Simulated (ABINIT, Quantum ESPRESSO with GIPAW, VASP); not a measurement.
# Do plane-wave codes agree on the shieldings of LiF (Griceite)?

The same structure and functional (PBE) go through three programs with their own PAW files. All values are calculated, scalar-relativistic and without spin-orbit coupling, include the cores, and leave out the macroscopic shape term.

Space group Fm-3m (No. 225); atoms are numbered in the order of the file.

```xyz
2
Lattice="0.0000 2.0140 2.0140 2.0140 0.0000 2.0140 2.0140 2.0140 0.0000" Properties=species:S:1:pos:R:3 pbc="T T T"
F     2.0140    2.0140    2.0140
Li    0.0000    0.0000    0.0000
```

- VASP 6.6.1: LCHIMAG, datasets F and Li_sv (PBE 64), 700 eV, mesh 8×8×8
- gipaw.x (a patched development version of Quantum ESPRESSO): pslibrary recipes F n and Li sl, 55 Ry, mesh 11×11×11
- ABINIT 10.8.3: converse method at zora 0, JTH 2.0 datasets, 22 Ha, mesh 5×5×5, four shifts

Q: What shieldings come out, and where do the programs part?

```
site  like atoms  σ VASP (ppm)  σ gipaw.x (ppm)  σ ABINIT (ppm)  its Chern vector
  F1           1         361.2            361.9           361.8           2.9e-08
 Li2           1          81.4             81.1            81.7           2.5e-09
```

VASP and gipaw.x, which both use linear response, differ by -0.7 ppm on F1 and by +0.3 ppm on Li2, the extremes here. ABINIT's converse values lie +0.6 ppm (F1) and +0.3 ppm (Li2) from VASP's. VASP's shape term for a sphere would add 5.9 ppm to every site.

[Logs are printed without paths, hosts, clocks, repeated set-up lines and the standing remarks that a program may print on its own settings, such as how far it seeks lower states.]

[Hosts, paths, dates, database ids (printed as entryN), source tags and the programs' standing remarks are cut or masked in the printed files.]
